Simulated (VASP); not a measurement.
W:

```
W
1.0
    -1.58250    1.58250    1.58250
     1.58250   -1.58250    1.58250
     1.58250    1.58250   -1.58250
W
1
Direct
  0.00000 0.00000 0.00000
```

Base run:

| Property | Result |
| --- | --- |
| Program | VASP 6.6.1 |
| Functional | PBE |
| Potentials or basis | VASP PAW PBE potentials, release 64 (W_sv) |
| Cutoff | 520 eV |
| k mesh | 20 × 20 × 20 |
| Occupations | fermi-dirac, width 0.1 eV |
| Spin | no spin polarisation |

Its results: pressure 6.1 GPa.

Q: The run is repeated on the same cell with these changes: spin from no spin polarisation to non-collinear spin, zero start, spin-orbit coupling; further incar settings from ALGO = Fast; EDIFF = 1e-06; NBANDS = 13 to ALGO = Fast; EDIFF = 1e-06; NBANDS = 25. What comes out?

A: Pressure 7.1 GPa; net moment 0.00 μB per cell.

Not every run made on this cell is shown here.
